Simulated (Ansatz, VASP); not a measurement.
# Al (annealed particle of Al): VASP beside Ansatz, part 2 of 2

Wanted: the spread between two codes on one cell, functional and k mesh. Of the first pair: The structure shown is the start of the Ansatz relaxation below; VASP solves that cell, so the two are compared at the walk's first step.

VASP 6.6.1 and Ansatz 0.2.0.

So far. Step 4 (Comparison): The forces differ by 4.4 meV/Å r.m.s., which is 1.0 % of the r.m.s. force of 0.445 eV/Å (both taken over all components). With vacuum in the cell, a pressure given here is an average over mostly empty space and none of the material.

### 5. Ansatz: relaxation, PBEsol

Level of this step: Ansatz beside VASP: Kohn-Sham DFT, plane waves, PBEsol (Ansatz).

This run makes the geometry at which the two programs are then compared.

The structure compared here is the end of the Ansatz relaxation.

File input.yaml:

```yaml
crystal:
  lattice:
    - [25.90732, 0.0, 0.0]
    - [0.0, 26.05777, 0.0]
    - [0.0, 0.0, 25.78389]
  atoms:
    - { symbol: Al, position: [0.40957, 0.50098, 0.27643] }
    - { symbol: Al, position: [0.27436, 0.38394, 0.33902] }
    - { symbol: Al, position: [0.41005, 0.56908, 0.2] }
    - { symbol: Al, position: [0.23569, 0.45575, 0.39962] }
    - { symbol: Al, position: [0.32276, 0.48198, 0.33901] }
    - { symbol: Al, position: [0.28228, 0.5509, 0.4133] }
    - { symbol: Al, position: [0.36092, 0.32727, 0.33728] }
    - { symbol: Al, position: [0.3266, 0.40392, 0.42272] }
    - { symbol: Al, position: [0.43755, 0.20331, 0.43625] }
    - { symbol: Al, position: [0.25877, 0.62645, 0.49047] }
    - { symbol: Al, position: [0.20013, 0.5366, 0.47437] }
    - { symbol: Al, position: [0.20557, 0.46739, 0.54976] }
    - { symbol: Al, position: [0.29294, 0.48108, 0.49206] }
    - { symbol: Al, position: [0.25811, 0.5549, 0.55849] }
    - { symbol: Al, position: [0.23085, 0.39318, 0.47872] }
    - { symbol: Al, position: [0.26312, 0.31279, 0.40772] }
    - { symbol: Al, position: [0.29143, 0.41294, 0.56446] }
    - { symbol: Al, position: [0.2626, 0.47916, 0.64219] }
    - { symbol: Al, position: [0.31923, 0.32957, 0.49407] }
    - { symbol: Al, position: [0.46989, 0.65348, 0.22208] }
    - { symbol: Al, position: [0.36321, 0.41139, 0.27357] }
    - { symbol: Al, position: [0.49095, 0.51268, 0.21774] }
    - { symbol: Al, position: [0.47382, 0.58355, 0.29465] }
    - { symbol: Al, position: [0.45062, 0.34742, 0.28202] }
    - { symbol: Al, position: [0.5035, 0.4384, 0.29131] }
    - { symbol: Al, position: [0.53501, 0.29191, 0.30614] }
    - { symbol: Al, position: [0.3806, 0.64224, 0.27553] }
    - { symbol: Al, position: [0.34647, 0.64962, 0.4137] }
    - { symbol: Al, position: [0.4382, 0.66754, 0.35964] }
    - { symbol: Al, position: [0.41921, 0.74229, 0.43546] }
[... 104 atom lines left out ...]
    - { symbol: Al, position: [0.67821, 0.40282, 0.64851] }
    - { symbol: Al, position: [0.76635, 0.40524, 0.58313] }
    - { symbol: Al, position: [0.74554, 0.49692, 0.64585] }
    - { symbol: Al, position: [0.70139, 0.33002, 0.57091] }
    - { symbol: Al, position: [0.62644, 0.62277, 0.71163] }
    - { symbol: Al, position: [0.64624, 0.48598, 0.72096] }
kpoints:
  mp_grid: { grid: [1, 1, 1] }
hamiltonian:
  xc: pbesol
  pseudopotentials: { kind: paw, azcp: { folder: soft_1 }, xc_functional: pbe }
scf:
  occupations: { method: fermi_dirac, width: 0.1 }
output:
  forces: true
relax:
  f_tol: 0.05
  max_steps: 120
```

Launch:

```console
$ ansatz run input.yaml --threads 16 --pin off --max-ram 31232MiB --backend cpu --events-out ev --progress --plain --runs-dir out
```

Numbers of over 12 decimals in the logs are rounded to 6 here.

The program printed:

```text
[...]
Crystal: 140 atoms, lattice volume = 17406.369 Å³
Basis set: ecut = 420 eV, 340199 PW (Γ), exchange–correlation on 360×360×360 points (8 copies of the dense FFT grid, shifted against one another)
Bands: 350, of which v1, the nominal top of the filled ones, is band 210 counted from 1 (209 counted from 0)
Symmetry: 1 space group operations
[...]
k-points: 1
[...]
- { symbol: Al, position: [0.413039, 0.348081, 0.436416] }
    - { symbol: Al, position: [0.501834, 0.363512, 0.372472] }
    - { symbol: Al, position: [0.472006, 0.435749, 0.446042] }
    - { symbol: Al, position: [0.440567, 0.275139, 0.359262] }
    - { symbol: Al, position: [0.500400, 0.290981, 0.451629] }
    - { symbol: Al, position: [0.325287, 0.718195, 0.496697] }
[...]
- { symbol: Al, position: [0.735677, 0.488883, 0.656912] }
    - { symbol: Al, position: [0.703806, 0.328829, 0.568912] }
    - { symbol: Al, position: [0.616615, 0.629813, 0.710007] }
    - { symbol: Al, position: [0.648163, 0.474471, 0.716157] }
```

### 6. VASP: single point, PBEsol, relaxed cell, pair 2

The same cell, functional, mesh and smearing now go to VASP, with its own data sets.

File INCAR:

```
SYSTEM = Al
PREC = Accurate
ENCUT = 400
EDIFF = 1E-06
NELM = 120
ISMEAR = -1
SIGMA = 0.1
LREAL = Auto
ALGO = Normal
GGA = PS
NBANDS = 308
LORBIT = 11
LWAVE = .FALSE.
LCHARG = .FALSE.
ISIF = 2
LASPH = .TRUE.
GGA_COMPAT = .FALSE.
```

File POSCAR:

```
Al
1.0
   25.9073200000      0.0000000000      0.0000000000
    0.0000000000     26.0577700000      0.0000000000
    0.0000000000      0.0000000000     25.7838900000
Al
140
Direct
    0.4075900000      0.4924300000      0.2746600000
    0.2666500000      0.3915200000      0.3345400000
    0.4035600000      0.5802400000      0.2212500000
    0.2369400000      0.4666200000      0.4055200000
    0.3222800000      0.4835500000      0.3403300000
    0.2956500000      0.5570000000      0.4091200000
    0.3549500000      0.3318300000      0.3457300000
    0.3274900000      0.4081800000      0.4206900000
    0.4436300000      0.2031000000      0.4393900000
    0.2684900000      0.6297600000      0.4846500000
    0.2113000000      0.5415500000      0.4774500000
    0.2118700000      0.4697600000      0.5555500000
    0.2985800000      0.4826600000      0.4933900000
    0.2677600000      0.5596700000      0.5675700000
    0.2365700000      0.3922800000      0.4837000000
    0.2689700000      0.3199800000      0.4108200000
    0.2948400000      0.4046400000      0.5732100000
    0.2699800000      0.4826700000      0.6441500000
    0.3244900000      0.3321200000      0.5010800000
    0.4950200000      0.6325500000      0.2040200000
    0.3513200000      0.4057400000      0.2710400000
    0.4952700000      0.5224900000      0.2173400000
    0.4762200000      0.5863700000      0.2977800000
    0.4413600000      0.3492400000      0.2825000000
    0.4989400000      0.4375400000      0.2912600000
    0.5292000000      0.2912300000      0.3004400000
    0.4231100000      0.6731400000      0.2649500000
    0.3530100000      0.6451500000      0.4205100000
    0.4397900000      0.6638100000      0.3653700000
    0.4103800000      0.7353800000      0.4362400000
[... 104 atom lines left out ...]
    0.6762800000      0.4008800000      0.6446600000
    0.7630400000      0.4157800000      0.5832900000
    0.7356800000      0.4888800000      0.6569100000
    0.7038100000      0.3288300000      0.5689100000
    0.6166200000      0.6298100000      0.7100100000
    0.6481600000      0.4744700000      0.7161600000
```

File KPOINTS:

```
Automatic mesh
0
Gamma
1 1 1
0 0 0
```

Potentials, in the order of the species: Al (PBE family, release 64).

Launch:

```console
$ export OMP_NUM_THREADS=3
$ mpirun -np 1 vasp_gam
```

The program printed:

```text
[banner, memory and clock lines left out]
running    1 mpi-ranks, on    1 nodes
[...]
Offloading initialized ...    1 GPUs detected
[...]
[... a notice as in an earlier step ...]

 LDA part: xc-table for (Slater+PW92), standard interpolation
 POSCAR, INCAR and KPOINTS ok, starting setup
[...]
entering main loop
       N       E                     dE             d eps       ncg     rms          rms(c)
DAV:   1     0.257788987069E+04    0.25779E+04   -0.98546E+04   640   0.733E+02
DAV:   2    -0.305759548810E+03   -0.28836E+04   -0.27827E+04   984   0.151E+02
DAV:   3    -0.541081312450E+03   -0.23532E+03   -0.23012E+03   676   0.499E+01
DAV:   4    -0.553164864196E+03   -0.12084E+02   -0.11991E+02  1000   0.128E+01
[...]
DAV:  32    -0.511715366006E+03   -0.28016E-05   -0.71373E-08   400   0.303E-04    0.240E-04
DAV:  33    -0.511715367502E+03   -0.14960E-05   -0.39985E-08   392   0.244E-04    0.197E-04
DAV:  34    -0.511715368282E+03   -0.77991E-06   -0.21796E-08   376   0.195E-04
   1 F= -.51171537E+03 E0= -.51088917E+03  d E =-.165240E+01
```

Parts of OUTCAR (step 6):

```text
  FREE ENERGIE OF THE ION-ELECTRON SYSTEM (eV)
  ---------------------------------------------------
  free  energy   TOTEN  =      -511.7153682822 eV

  energy  without entropy=     -510.0629697252  energy(sigma->0) =     -510.88916900

[... 1 further part left out ...]
```

### 7. Differences

At this near-relaxed geometry the largest component of a force difference is 9 meV/Å. With vacuum in the cell, a pressure given here is an average over mostly empty space and none of the material.

### 8. Outcome

```yaml
r_m_s_force_difference_single_point_pbesol_start_cell_pair_1: 0.99 % of the r.m.s. force
r_m_s_force_difference_single_point_pbesol_relaxed_cell_pair_2: 2.9 meV/Å
```

The r.m.s. force difference is 0.99 % of the r.m.s. force (single point, PBEsol, start cell, pair 1), within the 3 % picked in this series as the mark of a large difference. Such differences can come from data sets, numerical settings and the points named under the comparisons, not from the functional's error against experiment.

[Lines on the potential files, build, host, timing and source positions are cut from VASP's logs without a mark.]

[Logs are printed without paths, hosts, clocks, repeated set-up lines and the standing remarks that a program may print on its own settings, such as how far it seeks lower states.]

[Hosts, paths, dates, database ids (printed as entryN), source tags and the programs' standing remarks are cut or masked in the printed files.]
